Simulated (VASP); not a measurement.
Calculation: optB86b-vdW, VASP's PBE PAW potentials (set 64) (plane waves; VASP 6.6.1).

The input files of a VASP run:

**INCAR**
```
SYSTEM = BP
PREC = Accurate; ENCUT = 520; LREAL = .False.
LASPH = .True.
EDIFF = 1E-7; NELM = 100; ALGO = Normal
ISMEAR = -5
GGA = MK; LUSE_VDW = .True.; AGGAC = 0.0
PARAM1 = 0.1234; PARAM2 = 1.0
ISIF = 2
LWAVE = .False.; LCHARG = .True.; LORBIT = 11
NEDOS = 601
```

POSCAR:
```
BP
1
    0.0000000000     2.2712852793     2.2712852793
    2.2712852793    -0.0000000000     2.2712852793
    2.2712852793     2.2712852793    -0.0000000000
B P
1 1
Direct
  0.0000000000   0.0000000000   0.0000000000
  0.2500000000   0.2500000000   0.2500000000
```

### KPOINTS
```
Automatic mesh
0
G
11 11 11
```

POTCAR, in this order: B P (PBE.64 set). Program: vasp_std.

### Question
Predict the energy per atom (σ→0).

### Answer

The energy per atom (σ→0) is -5.549 eV/atom.

File OSZICAR:
```
...
DAV:   7    -0.111052353936E+02    0.86772E-01   -0.26159E-01  1352   0.307E+00    0.128E+00
DAV:   8    -0.110983531281E+02    0.68823E-02   -0.30851E-02  1064   0.120E+00    0.232E-01
DAV:   9    -0.110985774090E+02   -0.22428E-03   -0.36655E-04  1280   0.186E-01    0.161E-01
DAV:  10    -0.110987395873E+02   -0.16218E-03   -0.28371E-04   984   0.137E-01    0.285E-02
DAV:  11    -0.110987512648E+02   -0.11677E-04   -0.14055E-05  1240   0.352E-02    0.431E-02
DAV:  12    -0.110987515749E+02   -0.31011E-06   -0.46545E-06   992   0.130E-02    0.111E-02
DAV:  13    -0.110987515857E+02   -0.10805E-07   -0.10884E-07   776   0.305E-03
   1 F= -.11098752E+02 E0= -.11098752E+02  d E =0.000000E+00
```

The compound is BP in the zinc blende structure. It was relaxed first.
